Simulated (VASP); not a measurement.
# Na2Sb (P4/mmm) in VASP: notebook

The runs below take Na2Sb through relaxation of cell and atoms, atomic charges, with PBE, RPBE, r2SCAN0+D4.

All numbers are computed with VASP 6.6.1; they aren't measurements. Logs are shortened: lines on timing, memory, paths and dates and some standing lists are left out, and cuts for length are marked.

### 1 The crystal as given

Symmetry: P4/mmm, No. 123, tetragonal system. The conventional cell has a = 3.286 Å, b = 3.286 Å, c = 4.642 Å, α = 90.00°, β = 90.00°, γ = 90.00°. Na (site symmetry mmm) has 4 Na at 2.32 Å as nearest neighbours. Sb (site symmetry 4/mmm) is surrounded by 8 Na at 2.84 Å.

The cell was built by a generator and needn't be a form met in nature.

### 2 Relaxation of cell and atoms, PBE

Contents of INCAR:

```
PREC = Accurate
ENCUT = 600
EDIFF = 1E-6
ISMEAR = 1
SIGMA = 0.2
LREAL = F
LASPH = T
NELM = 100
ALGO = Fast
ISIF = 3
LWAVE = F
LCHARG = F
GGA = PE
IBRION = 2
NSW = 40
EDIFFG = -0.02
```

Contents of KPOINTS:

```
Automatic mesh
0
Gamma
  8 8 6
```

Contents of POSCAR:

```
Na2Sb
1.0
    3.2864363100      0.0000000000      0.0000000000
    0.0000000000      3.2864363100      0.0000000000
    0.0000000000      0.0000000000      4.6420225200
Na Sb
2 1
Direct
    0.5000000000      0.0000000000      0.5000000000
    0.0000000000      0.5000000000      0.5000000000
    0.0000000000      0.0000000000      0.0000000000
```

Potentials or basis: VASP PAW PBE potentials, release 64 (Na_pv, Sb).

Started as:

```
cat potpaw_PBE.64/Na_pv/POTCAR potpaw_PBE.64/Sb/POTCAR > POTCAR
mpirun -np 1 vasp_std > vasp.out
```

OUTCAR:

```text
PREC = Accurate
   ENCUT = 600
   EDIFF = 1E-6
   ISMEAR = 1
   LREAL = F
   LASPH = T
   NELM = 100
   ISIF = 3
   GGA = PE
   IBRION = 2
   NSW = 40
   EDIFFG = -0.02

 ion  position               nearest neighbor table
   1  0.500  0.000  0.500-   2 2.32   2 2.32   2 2.32   2 2.32   3 2.84   3 2.84   3 2.84   3 2.84

   2  0.000  0.500  0.500-   1 2.32   1 2.32   1 2.32   1 2.32   3 2.84   3 2.84   3 2.84   3 2.84

   3  0.000  0.000  0.000-   1 2.84   2 2.84   1 2.84   2 2.84   2 2.84   2 2.84   1 2.84   1 2.84

  LATTYP: Found a simple tetragonal cell.
 ALAT       =     3.2864363100
 C/A-ratio  =     1.4124790752

  Lattice vectors:

 A1 = (   3.2864363100,   0.0000000000,   0.0000000000)
 A2 = (   0.0000000000,   3.2864363100,   0.0000000000)
 A3 = (   0.0000000000,   0.0000000000,   4.6420225200)

Analysis of symmetry for initial positions (statically):
=====================================================================
 Subroutine PRICEL returns:
 Original cell was already a primitive cell.

 Routine SETGRP: Setting up the symmetry group for a
 simple tetragonal supercell.

 Subroutine GETGRP returns: Found 16 space group operations
 (whereof 16 operations were pure point group operations)
 out of a pool of 16 trial point group operations.

The static configuration has the point symmetry D_4h.

Analysis of symmetry for dynamics (positions and initial velocities):
=====================================================================
 Subroutine PRICEL returns:
 Original cell was already a primitive cell.

 Routine SETGRP: Setting up the symmetry group for a
 simple tetragonal supercell.

 Subroutine GETGRP returns: Found 16 space group operations
 (whereof 16 operations were pure point group operations)
 out of a pool of 16 trial point group operations.

The dynamic configuration has the point symmetry D_4h.

 Subroutine INISYM returns: Found 16 space group operations
 (whereof 16 operations are pure point group operations),
 and found     1 'primitive' translations

----------------------------------------------------------------------------------------

                                     Primitive cell

  volume of cell :      50.1369

  direct lattice vectors                    reciprocal lattice vectors
     3.286436310  0.000000000  0.000000000     0.304280961  0.000000000  0.000000000
     0.000000000  3.286436310  0.000000000     0.000000000  0.304280961  0.000000000
     0.000000000  0.000000000  4.642022520     0.000000000  0.000000000  0.215423341

  length of vectors
     3.286436310  3.286436310  4.642022520     0.304280961  0.304280961  0.215423341

  position of ions in fractional coordinates (direct lattice)
     0.500000000  0.000000000  0.500000000
     0.000000000  0.500000000  0.500000000
     0.000000000  0.000000000  0.000000000

  ion indices of the primitive-cell ions
   primitive index   ion index
                 1           1
                 2           2
                 3           3

----------------------------------------------------------------------------------------

 KPOINTS: Automatic mesh

Automatic generation of k-mesh.
 Grid dimensions read from file:
 generate k-points for:    8    8    6

 Generating k-lattice:

  Cartesian coordinates                     Fractional coordinates (reciprocal lattice)
     0.038035120  0.000000000  0.000000000     0.125000000  0.000000000  0.000000000
     0.000000000  0.038035120  0.000000000     0.000000000  0.125000000  0.000000000
     0.000000000  0.000000000  0.035903890     0.000000000  0.000000000  0.166666667

  Length of vectors
     0.038035120  0.038035120  0.035903890

  Shift w.r.t. Gamma in fractional coordinates (k-lattice)
     0.000000000  0.000000000  0.000000000

 Subroutine IBZKPT returns following result:
 ===========================================

 Found     60 irreducible k-points:

 Following reciprocal coordinates:
            Coordinates               Weight
  0.000000  0.000000  0.000000      1.000000
  0.125000  0.000000  0.000000      4.000000
[... 39 lines left out ...]
   LRPA    =     F    only Hartree local field effects (RPA)
 conjugate gradient relaxation of ions
 non-spin polarized calculation
 RMM-DIIS sequential band-by-band and
 Methfessel and Paxton  Order N= 1 SIGMA  =   0.20
  energy-cutoff  :      600.00
  volume of cell :       50.14
 maximum number of plane-waves:      1715
 NGX is ok and might be reduce to    28
   NGX = 13   NGY = 13   NGZ = 19

--------------------------------------- Ionic step        1  -------------------------------------------

 number of electron      18.9999989 magnetization

 Free energy of the ion-electron system (eV)
  ---------------------------------------------------
  ext. energy  EPLUGINS =         0.00000000
  ---------------------------------------------------
  free energy    TOTEN  =        -3.65785736 eV

  energy without entropy =       -3.65508650  energy(sigma->0) =       -3.65693374

 E-fermi :   8.2600     XC(G=0): -10.2708

 val. band max:        8.2357419495   @ k =   0.1250   0.1250   0.0000
 cond. band min:       8.2608514505   @ k =   0.1250   0.1250   0.0000
 fundamental gap:      0.0251095009
 Fermi energy:         8.2600047279

 k-point     1 :       0.0000    0.0000    0.0000
  band No.  band energies     occupation
      1     -18.9413      2.00000
      2     -18.9413      2.00000
      3     -18.4611      2.00000
      4     -18.1190      2.00000
      5     -18.0608      2.00000
      6     -18.0608      2.00000
      7      -3.9075      2.00000
      8       4.3186      2.00000
      9       7.1303      2.00000
     10       9.9689     -0.00000
     11       9.9689     -0.00000
     12      11.3894     -0.00000
[... 854 lines left out ...]
 k-point    24 :       0.5000    0.1250    0.1667
  band No.  band energies     occupation
      1     -20.9949      2.00000
      2     -20.9896      2.00000
      3     -20.9656      2.00000
      4     -20.9650      2.00000
      5     -20.9635      2.00000
      6     -20.9585      2.00000
      7      -7.5891      2.00000
      8       0.0590      2.00000
      9       0.9003      2.00000
     10       5.5776     -0.00029
     11       5.8156     -0.00000
     12       7.4062     -0.00000
     13      12.1980      0.00000

 [... further k-points ...]

[... ionic steps 4 to 12 ...]

--------------------------------------- Ionic step       13  -------------------------------------------

 number of electron      18.9999846 magnetization

------------------------ aborting loop because EDIFF is reached ----------------------------------------

  FORCE on cell =-STRESS in cart. coord.  units (eV):
  Direction    XX          YY          ZZ          XY          YZ          ZX
  --------------------------------------------------------------------------------------
  -------------------------------------------------------------------------------------
  Total        0.1486435      0.1486435      0.9265979      0.0000000      0.0000000      0.0000000
  in kB        2.5699204      2.5699204     16.0200935      0.0000000      0.0000000      0.0000000
  external PRESSURE =       7.0533115 kB  Pullay stress =       0.0000000 kB
[... 59 lines left out ...]
  energy  without entropy=       -7.6711596081  energy(sigma->0) =       -7.67020366

--------------------------------------- Ionic step       15  -------------------------------------------

 number of electron      18.9999829 magnetization

 Free energy of the ion-electron system (eV)
  ---------------------------------------------------
  ext. energy  EPLUGINS =         0.00000000
  ---------------------------------------------------
  free energy    TOTEN  =        -7.66986667 eV

  energy without entropy =       -7.67120874  energy(sigma->0) =       -7.67031403

 E-fermi :   2.5013     XC(G=0):  -7.4297

 val. band max:        2.4605825506   @ k =   0.5000   0.0000   0.5000
 cond. band min:       2.5808891940   @ k =   0.0000   0.0000   0.1667
 fundamental gap:      0.1203066434
 Fermi energy:         2.5012960135

 k-point     1 :       0.0000    0.0000    0.0000
  band No.  band energies     occupation
      1     -22.1276      2.00000
      2     -22.1276      2.00000
      3     -22.0529      2.00000
      4     -22.0529      2.00000
      5     -22.0480      2.00000
      6     -22.0442      2.00000
      7      -7.1193      2.00000
      8       0.6951      2.00000
      9       0.6951      2.00000
     10       2.3167      2.03030
     11       4.7322     -0.00000
     12       5.5746     -0.00000
[... 399 lines left out ...]
  FREE ENERGIE OF THE ION-ELECTRON SYSTEM (eV)
  ---------------------------------------------------
  free  energy   TOTEN  =        -7.6698666737 eV

  energy  without entropy=       -7.6712087440  energy(sigma->0) =       -7.67031403

 reached required accuracy - stopping structural energy minimisation
```

Run time: 5.7 min. Hardware: 1 thread of Intel Xeon Platinum 8488C (Sapphire Rapids), shared host; peak memory 0.2 GiB.

Results:

| Item | Value |
| --- | --- |
| Free energy | -7.6699 eV |
| Relaxed volume | 31.62 Å³/atom |
| Relaxed cell | a = 5.274 Å, b = 5.274 Å, c = 3.410 Å, α = 90.00°, β = 90.00°, γ = 90.00° |
| Space group after relaxing (to 0.05 Å) | P4/mmm (No. 123) |
| Energy gained by relaxing | 1337.3 meV/atom |
| Ionic steps | 15 |
| Pressure after relaxing | 0.0 GPa |
| Band gap on the k mesh | none (metal or under the smearing width) |

The path:
```csv
step,energy change (eV),largest force (eV/Å),pressure (GPa),volume (Å³)
1,0.0000,0.0000,35.85,50.14
2,-2.7286,0.0000,1.89,82.40
3,-2.7759,0.0000,0.35,87.34
4,-2.7685,0.0000,-1.43,97.80
5,-2.7870,0.0000,-0.62,92.52
6,-3.0783,0.0000,-0.51,93.12
7,-3.5118,0.0000,1.68,91.60
8,0.5265,0.0000,26.04,70.45
9,-3.5390,0.0000,2.02,91.08
10,-3.8591,0.0000,4.70,83.76
11,-3.8571,0.0000,-0.25,94.39
12,-3.9306,0.0000,2.09,89.10
13,-4.0012,0.0000,0.71,92.67
14,-4.0119,0.0000,-0.06,95.14
15,-4.0120,0.0000,0.04,94.86
```

Final structure:
```cif
data_structure
_symmetry_space_group_name_H-M 'P 1'
_symmetry_Int_Tables_number 1
_cell_length_a 5.2742
_cell_length_b 5.2742
_cell_length_c 3.4101
_cell_angle_alpha 90.000
_cell_angle_beta 90.000
_cell_angle_gamma 90.000
_cell_volume 94.86
loop_
_atom_site_label
_atom_site_type_symbol
_atom_site_fract_x
_atom_site_fract_y
_atom_site_fract_z
_atom_site_occupancy
Na1 Na 0.50000 0.00000 0.50000 1
Na2 Na 0.00000 0.50000 0.50000 1
Sb1 Sb 0.00000 0.00000 0.00000 1
```

Caveat: the volume moved by over 15 % at a fixed basis, so the end points are rough.

### 3 Relaxation of cell and atoms, RPBE

Contents of INCAR:

```
PREC     = Accurate       # precision mode
ENCUT    = 600            # plane-wave cutoff, eV
EDIFF    = 1E-6           # SCF threshold, eV
ISMEAR   = 1              # smearing method
SIGMA    = 0.2            # smearing width, eV
LREAL    = F              # projectors in reciprocal space
LASPH    = T              # aspherical terms in the spheres
NELM     = 60             # most SCF steps
ALGO     = Normal         # electronic algorithm
ISIF     = 3              # what is computed and relaxed
LWAVE    = F              # write WAVECAR
LCHARG   = F              # write CHGCAR
GGA      = RP             # functional
IBRION   = 2              # ionic algorithm
NSW      = 60             # ionic steps
EDIFFG   = -0.01          # ionic threshold
```

Contents of KPOINTS:

```
regular mesh
0
Gamma
  8 8 6
```

POSCAR is that of step 2.

Potentials or basis: VASP PAW PBE potentials, release 64 (Na_pv, Sb).

Started as:

```
cat potpaw_PBE.64/Na_pv/POTCAR potpaw_PBE.64/Sb/POTCAR > POTCAR
mpirun -np 1 vasp_std > vasp.out
```

Run time: 6.4 min. Hardware: 1 thread of Intel Xeon Platinum 8488C (Sapphire Rapids), shared host; peak memory 0.21 GiB.

The run converged. Its results:

```yaml
Free_energy: -7.0572 eV
Relaxed_volume: 32.66 Å³/atom
Relaxed_cell: a = 5.320 Å, b = 5.320 Å, c = 3.463 Å, α = 90.00°, β = 90.00°, γ = 90.00°
Space_group_after_relaxing_to_0.05_Å: P4/mmm (No. 123)
Energy_gained_by_relaxing: 1477.9 meV/atom
Ionic_steps: 21
Pressure_after_relaxing: 0.0 GPa
Band_gap_on_the_k_mesh: none (metal or under the smearing width)
```

The path:
```
step  energy change (eV)  largest force (eV/Å)  pressure (GPa)  volume (Å³)
   1              0.0000                0.0000           38.40        50.14
   2             -3.1221                0.0000            1.99        85.12
   3             -3.1820                0.0000            0.66        90.50
   4             -3.1924                0.0000           -1.10       101.95
   5             -3.2028                0.0000           -0.74        98.06
   6             -3.5184                0.0000           -0.52        98.73
   7             -3.9976                0.0000            1.47        96.82
   8              2.0603                0.0000           28.44        71.53
   9             -4.0232                0.0000            1.68        96.33
  10             -4.2730                0.0000            3.98        87.57
  11             -4.2357                0.0000            2.33        93.01
  12             -4.3582                0.0000            3.03        89.82
  13             -4.3481                0.0000            3.24        89.12
  14             -3.9643                0.0000           -5.11       108.86
  15             -4.3955                0.0000            0.85        94.75
  16             -4.3963                0.0000            1.13        94.06
  17             -4.4318                0.0000           -0.18        98.76
  18             -4.4338                0.0000            0.05        97.81
  19             -4.4338                0.0000            0.03        97.89
  20             -4.4338                0.0000           -0.11        98.06
  21             -4.4338                0.0000            0.01        97.99
```

Final structure:
```
Na Sb
1.0
     5.31973    0.00000    0.00000
     0.00000    5.31973    0.00000
     0.00000    0.00000    3.46273
Na Sb
2 1
Direct
  0.50000 0.00000 0.50000
  0.00000 0.50000 0.50000
  0.00000 0.00000 0.00000
```

Levels at points of the mesh, in eV from the Fermi level:
```tsv
k point	band 6	band 7	band 8	band 9	band 10	band 11	band 12	band 13
(0.00, 0.00, 0.00)	-24.58	-9.47	-1.74	-1.74	-0.04	2.30	2.88	5.75
(0.50, 0.00, 0.00)	-24.57	-9.33	-3.20	-1.57	1.71	2.61	2.92	3.18
(0.50, 0.50, 0.00)	-24.57	-9.20	-2.87	-2.87	0.34	2.95	5.70	5.70
(0.00, 0.00, 0.50)	-24.57	-7.73	-3.68	-0.21	-0.21	2.83	3.37	3.95
(0.50, 0.00, 0.50)	-24.57	-7.67	-3.48	-1.22	-0.07	1.68	4.03	4.40
(0.50, 0.50, 0.50)	-24.56	-7.61	-3.30	-0.99	-0.99	2.57	2.57	3.43
```

Caveat: the volume moved by over 15 % at a fixed basis, so the end points are rough; the PAW data sets were made with another functional, which shifts forces and pressure a little. The run has no spin-orbit coupling, so splittings on Sb are missing.

### 4 Atomic charges, r2SCAN0+D4

Contents of POSCAR:

```
Na2Sb
3.2864
    1.000011048564      0.000000000000      0.000000000000
    0.000000000000      1.000011048564      0.000000000000
    0.000000000000      0.000000000000      1.412494681110
Na Sb
2 1
Direct
    0.5000000000      0.0000000000      0.5000000000
    0.0000000000      0.5000000000      0.5000000000
    0.0000000000      0.0000000000      0.0000000000
```

Contents of INCAR.step1:

```
PREC     = Accurate       # precision mode
ENCUT    = 500            # plane-wave cutoff, eV
EDIFF    = 1E-5           # SCF threshold, eV
ISMEAR   = 0              # smearing method
SIGMA    = 0.01           # smearing width, eV
LREAL    = False          # projectors in reciprocal space
LASPH    = True           # aspherical terms in the spheres
NELM     = 100            # most SCF steps
ALGO     = Normal         # electronic algorithm
ISIF     = 2              # what is computed and relaxed
LWAVE    = True           # write WAVECAR
LMAXMIX  = 6              # l up to which the mixer works
NBANDS   = 4              # bands
GGA      = PE             # functional
```

Contents of INCAR.step2:

```
PREC     = Accurate       # precision mode
ENCUT    = 500            # plane-wave cutoff, eV
EDIFF    = 1E-7           # SCF threshold, eV
ISMEAR   = 0              # smearing method
SIGMA    = 0.01           # smearing width, eV
LREAL    = False          # projectors in reciprocal space
LASPH    = True           # aspherical terms in the spheres
NELM     = 100            # most SCF steps
ALGO     = Normal         # electronic algorithm
ISIF     = 2              # what is computed and relaxed
LWAVE    = False          # write WAVECAR
LCHARG   = True           # write CHGCAR
METAGGA  = R2SCAN         # meta-GGA
LHFCALC  = True           # exact exchange
AEXX     = 0.25           # exact-exchange fraction
LMIXTAU  = True         
PRECFOCK = Normal       
IVDW     = 13             # dispersion correction
VDW_S6   = 1.0          
VDW_S8   = 0.8992       
VDW_A1   = 0.4778       
VDW_A2   = 5.8779       
LORBIT   = 11             # projections on sites
LELF     = True           # ELF
LVHAR    = True         
LMAXMIX  = 6              # l up to which the mixer works
NBANDS   = 4              # bands
ISTART   = 1
```

Contents of KPOINTS:

```
Automatic mesh
0
Gamma
  4 4 3
```

Potentials or basis: VASP PAW PBE potentials, release 64 (Na, Sb).

Started as:

```
cat potpaw_PBE.64/Na/POTCAR potpaw_PBE.64/Sb/POTCAR > POTCAR
cp INCAR.step1 INCAR
mpirun -np 1 vasp_std > vasp.out
cp INCAR.step2 INCAR
mpirun -np 1 vasp_std > vasp.out
```

Wall time 66 s (1 thread of Intel Xeon Platinum 8488C (Sapphire Rapids), shared host); peak memory 0.16 GiB.

Results (log left out):

| Item | Value |
| --- | --- |
| Free energy | -26.3705 eV |
| Pressure | 30.6 GPa |
| Valence electrons inside the program's atomic spheres | Na 0.27; Sb 2.88 |
| Dispersion energy per atom | -0.087 eV |

Stress tensor (GPa, compression positive):
```
39.73  0.00  0.00
 0.00 39.73  0.00
 0.00  0.00 12.28
```

Levels at points of the mesh, in eV from the Fermi level:
```
           k point  band 1  band 2  band 3  band 4
(0.00, 0.00, 0.00)  -13.13   -4.15    0.52    3.59
(0.50, 0.00, 0.00)  -10.74   -6.22   -2.42    3.80
(0.50, 0.50, 0.00)   -8.30   -4.00   -4.00   -1.11
```

Caveat: the k mesh is coarse (spacing up to 0.48 Å⁻¹), so the values aren't converged, least of all with exact exchange; a pressure of tens of GPa on the cell as given is suspect, and the run, the potentials or the cell itself is likely at fault; the bands computed are all filled at some k points, so no gap is given; the PAW data sets were made with another functional, which shifts forces and pressure a little. Spin-orbit coupling is left out, which matters for the levels of Sb.

### 5 The runs side by side

| task | level | potentials or basis | cell | k mesh | cutoff (eV) | smearing | grid for exact exchange (PRECFOCK) | exchange at q = 0 | other keys | mesh quality | gap on the mesh (eV) | pressure (GPa) | relaxed volume (Å³/atom) |
| --- | --- | --- | --- | --- | --- | --- | --- | --- | --- | --- | --- | --- | --- |
| relaxation of cell and atoms | PBE | VASP PAW PBE potentials, release 64 (Na_pv, Sb) | relaxed | 8 × 8 × 6 | 600 | methfessel-paxton 0.2 eV | - | - | - | not flagged | none | 0.0 | 31.62 |
| relaxation of cell and atoms | RPBE | VASP PAW PBE potentials, release 64 (Na_pv, Sb) | relaxed | 8 × 8 × 6 | 600 | methfessel-paxton 0.2 eV | - | - | - | not flagged | none | 0.0 | 32.66 |
| atomic charges | r2SCAN0+D4 | VASP PAW PBE potentials, release 64 (Na, Sb) | as given | 4 × 4 × 3 | 500 | gaussian 0.01 eV | Normal | default | LMAXMIX = 6; NBANDS = 4 | coarse | - | 30.6 | - |

Alike in all rows: no spin polarisation.

Caveats: some runs use coarse meshes; the volume moved by over 15 % at a fixed basis, so the end points are rough (some runs); the PAW data sets were made with another functional, which shifts forces and pressure a little (some runs); a pressure of tens of GPa on the cell as given is suspect, and the run, the potentials or the cell itself is likely at fault (some runs); the bands computed are all filled at some k points, so no gap is given (some runs).

Total energies depend on the potentials used, so only differences within one code and one set of settings carry meaning.
